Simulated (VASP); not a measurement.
VASP ran on this input.

INCAR:
```
ALGO = Normal
EDIFF = 1E-6
EDIFFG = -0.01
ENCUT = 300
GGA = PE
IBRION = 2
ISIF = 3
ISMEAR = 0
ISPIN = 2
LASPH = .True.
LCHARG = .False.
LMAXMIX = 4
LORBIT = 11
LREAL = .False.
LWAVE = .False.
MAGMOM = 0.0 0.0 0.0 0.0 3.0 3.0
NELM = 100
NSW = 50
PREC = Accurate
SIGMA = 0.1
SYSTEM = Be2Cr
```

### POSCAR
```
Be2Cr
1
    0.0000000000     3.0496740000     3.0496740000
    3.0496740000     0.0000000000     3.0496740000
    3.0496740000     3.0496740000     0.0000000000
Be Cr
4 2
Direct
  0.1250000000   0.1250000000   0.1250000000
  0.6250000000   0.1250000000   0.1250000000
  0.1250000000   0.6250000000   0.1250000000
  0.1250000000   0.1250000000   0.6250000000
  0.7500000000   0.7500000000   0.7500000000
  0.5000000000   0.5000000000   0.5000000000
```

### KPOINTS
```
Automatic mesh
0
Gamma
7 7 7
0 0 0
```

POTCAR, in this order: Be Cr_pv (PBE.64 set). Program: vasp_std.

Question: Translate this PBE calculation to Ansatz.

Answer: One equivalent input (not run):
Ansatz 0.2 input:
```yaml
crystal:
  lattice:
    - [0.0000000, 3.0496740, 3.0496740]
    - [3.0496740, 0.0000000, 3.0496740]
    - [3.0496740, 3.0496740, 0.0000000]
  atoms:
    - { symbol: Be, position: [0.1250000, 0.1250000, 0.1250000] }
    - { symbol: Be, position: [0.6250000, 0.1250000, 0.1250000] }
    - { symbol: Be, position: [0.1250000, 0.6250000, 0.1250000] }
    - { symbol: Be, position: [0.1250000, 0.1250000, 0.6250000] }
    - { symbol: Cr, position: [0.7500000, 0.7500000, 0.7500000], spin: 3 }
    - { symbol: Cr, position: [0.5000000, 0.5000000, 0.5000000], spin: 3 }
kpoints:
  mp_grid: { grid: [7, 7, 7] }
hamiltonian:
  xc: pbe
  pseudopotentials: { kind: paw }
magnetization: { spin_polarized: true }
scf:
  occupations: { method: gaussian, width: 0.1 }
  max_iter: 100
relax:
  max_steps: 50
  f_tol: 0.01
  cell: {}
output: { forces: true, stress: true, eigenvalues: true }
```
Limits of the translation: each code has its own PAW files, so the cut-off isn't converted (ENCUT is set for VASP's; basis.ecutwfc is left out, and Ansatz then takes the one that its files recommend); Ansatz stops its SCF on the density residual and VASP on the energy change (EDIFF).

The structure was generated: Be2Cr was put into an ordered model structure, which need not be its known phase. This run relaxes it. Symmetry was kept, so distortions that lower it aren't found. The run is one of a series of settings (EDIFFG = -0.01, IBRION = 2, ISIF = 3, NSW = 50 against the base run), some of them coarse on purpose.
